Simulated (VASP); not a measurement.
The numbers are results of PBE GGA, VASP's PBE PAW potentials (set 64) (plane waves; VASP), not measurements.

VASP input:

**POSCAR**
```
Pt
1
    0.0000000000     1.9992000000     1.9992000000
    1.9992000000     0.0000000000     1.9992000000
    1.9992000000     1.9992000000     0.0000000000
Pt
1
Direct
  0.0000000000   0.0000000000   0.0000000000
```

**KPOINTS**
```
Automatic mesh
0
Gamma
14 14 14
0 0 0
```

### INCAR
```
# general
SYSTEM  = Pt
PREC    = Accurate
ENCUT   = 400
LREAL   = .False.
LASPH   = .True.
NELECT  = 9.9

# electronic loop
EDIFF   = 1E-6
NELM    = 100
ALGO    = Normal
LMAXMIX = 6

# smearing
ISMEAR  = 0
SIGMA   = 0.05

# functional
GGA     = PE

# ions
ISIF    = 2

# output
LWAVE   = .False.
LCHARG  = .False.
```

POTCAR, in this order: Pt (PBE.64 set). Program: vasp_std.

The run wrote:

File OUTCAR:
```
 ion  position               nearest neighbor table
   1  0.000  0.000  0.000-
  LATTYP: Found a face centered cubic cell.
 ALAT       =     3.9984000000
 Subroutine PRICEL returns:
 Original cell was already a primitive cell.
 Subroutine GETGRP returns: Found 48 space group operations
The static configuration has the point symmetry O_h .
The dynamic configuration has the point symmetry O_h .
 Subroutine INISYM returns: Found 48 space group operations
 Subroutine IBZKPT returns following result:
 Found    104 irreducible k-points:

 Following reciprocal coordinates:
            Coordinates               Weight
  0.000000  0.000000  0.000000      1.000000
  0.071429  0.000000  0.000000      8.000000
  0.142857  0.000000  0.000000      8.000000
  0.214286  0.000000  0.000000      8.000000
  0.285714  0.000000  0.000000      8.000000
  0.357143  0.000000  0.000000      8.000000
  0.428571  0.000000  0.000000      8.000000
  0.500000  0.000000  0.000000      4.000000
  0.071429  0.071429  0.000000      6.000000
  0.142857  0.071429  0.000000     24.000000
  0.214286  0.071429  0.000000     24.000000
  0.285714  0.071429  0.000000     24.000000
  0.357143  0.071429  0.000000     24.000000
  0.428571  0.071429  0.000000     24.000000
  0.500000  0.071429  0.000000     24.000000
 -0.428571  0.071429  0.000000     24.000000
 -0.357143  0.071429  0.000000     24.000000
 -0.285714  0.071429  0.000000     24.000000
 -0.214286  0.071429  0.000000     24.000000
 -0.142857  0.071429  0.000000     24.000000
 -0.071429  0.071429  0.000000     12.000000
  0.142857  0.142857  0.000000      6.000000
  0.214286  0.142857  0.000000     24.000000
  0.285714  0.142857  0.000000     24.000000
  0.357143  0.142857  0.000000     24.000000
  0.428571  0.142857  0.000000     24.000000
  0.500000  0.142857  0.000000     24.000000
 -0.428571  0.142857  0.000000     24.000000
 -0.357143  0.142857  0.000000     24.000000
 -0.285714  0.142857  0.000000     24.000000
 -0.214286  0.142857  0.000000     24.000000
 -0.142857  0.142857  0.000000     12.000000
  0.214286  0.214286  0.000000      6.000000
  0.285714  0.214286  0.000000     24.000000
  0.357143  0.214286  0.000000     24.000000
  0.428571  0.214286  0.000000     24.000000
  0.500000  0.214286  0.000000     24.000000
 -0.428571  0.214286  0.000000     24.000000
 -0.357143  0.214286  0.000000     24.000000
 -0.285714  0.214286  0.000000     24.000000
   k-points           NKPTS =    104   k-points in BZ     NKDIM =    104   number of bands    NBANDS=      9
   number of dos      NEDOS =    301   number of ions     NIONS =      1
   total plane-waves  NPLWV =   5832
   dimension x,y,z NGX =    18 NGY =   18 NGZ =   18
   dimension x,y,z NGXF=    36 NGYF=   36 NGZF=   36
   ions per type =               1
   PREC   = accura    normal or accurate (medium, high low for compatibility)
   ISTART =      0    job   : 0-new  1-cont  2-samecut
   ICHARG =      2    charge: 1-file 2-atom 10-const
   ISPIN  =      1    spin polarized calculation?
   LNONCOLLINEAR =      F non collinear calculations
   LSORBIT =      F    spin-orbit coupling
   INIWAV =      1    electr: 0-lowe 1-rand  2-diag
   ENCUT  =  400.0 eV  29.40 Ry    5.42 a.u.   4.61  4.61  4.61*2*pi/ulx,y,z
   NELM   =    100;   NELMIN=  2; NELMDL= -5     # of ELM steps
   EDIFF  = 0.1E-05   stopping-criterion for ELM
   LREAL  =      F    real-space projection
   NLSPLINE    = F    spline interpolate recip. space projectors
   LMAXMIX     =    6 max onsite mixed and CHGCAR
   VOSKOWN=      0    Vosko Wilk Nusair interpolation
...
```

### OSZICAR
```
       N       E                     dE             d eps       ncg     rms          rms(c)
DAV:   1     0.242312297394E+02    0.24231E+02   -0.41239E+03  2136   0.713E+02
DAV:   2    -0.728226792259E+01   -0.31513E+02   -0.29757E+02  1962   0.155E+02
DAV:   3    -0.759403612610E+01   -0.31177E+00   -0.30604E+00  2245   0.148E+01
DAV:   4    -0.759515029596E+01   -0.11142E-02   -0.11141E-02  2189   0.893E-01
DAV:   5    -0.759515786364E+01   -0.75677E-05   -0.75668E-05  2148   0.655E-02    0.107E+01
DAV:   6    -0.714320772624E+01    0.45195E+00   -0.13853E+00  1913   0.103E+01    0.546E+00
DAV:   7    -0.711135509736E+01    0.31853E-01   -0.12912E-01  2044   0.312E+00    0.252E+00
DAV:   8    -0.710862053634E+01    0.27346E-02   -0.20199E-03  2008   0.386E-01    0.523E-01
DAV:   9    -0.710845691398E+01    0.16362E-03   -0.14014E-04  1992   0.103E-01    0.149E-02
DAV:  10    -0.710846177056E+01   -0.48566E-05   -0.51638E-06  2233   0.237E-02    0.489E-03
DAV:  11    -0.710846157526E+01    0.19530E-06   -0.10645E-06  1012   0.905E-03
   1 F= -.71084616E+01 E0= -.71071103E+01  d E =-.270246E-02
```

### OUTCAR
```
------------------------ aborting loop because EDIFF is reached ----------------------------------------
  FORCE on cell =-STRESS in cart. coord.  units (eV):
  Direction    XX          YY          ZZ          XY          YZ          ZX
  --------------------------------------------------------------------------------------
  Total       -2.3713488     -2.3713488     -2.3713488      0.0000000     -0.0000000      0.0000000
  in kB     -237.7427607   -237.7427607   -237.7427607      0.0000000     -0.0000000      0.0000000
  external PRESSURE =    -237.7427607 kB  Pullay stress =       0.0000000 kB
  volume of cell :       15.98
      direct lattice vectors                 reciprocal lattice vectors
     0.000000000  1.999200000  1.999200000    -0.250100040  0.250100040  0.250100040
     1.999200000  0.000000000  1.999200000     0.250100040 -0.250100040  0.250100040
     1.999200000  1.999200000  0.000000000     0.250100040  0.250100040 -0.250100040
 POSITION                                       TOTAL-FORCE (eV/Angst)
 -----------------------------------------------------------------------------------
      0.00000      0.00000      0.00000         0.000000      0.000000      0.000000
 -----------------------------------------------------------------------------------
    total drift:                                0.000000     -0.000000     -0.000000
  FREE ENERGIE OF THE ION-ELECTRON SYSTEM (eV)
  ---------------------------------------------------
  free  energy   TOTEN  =        -7.1084615753 eV

  energy  without entropy=       -7.1057591111  energy(sigma->0) =       -7.10711034
```
(Selected blocks of OUTCAR.)

The cell is charged, with a uniform compensating background.

The compound is Pt in the fcc structure. The cell was not relaxed at this level. The run is one of a series of settings (ISMEAR = 0, NELECT = 9.9, SIGMA = 0.05 against the base run), some of them coarse on purpose.
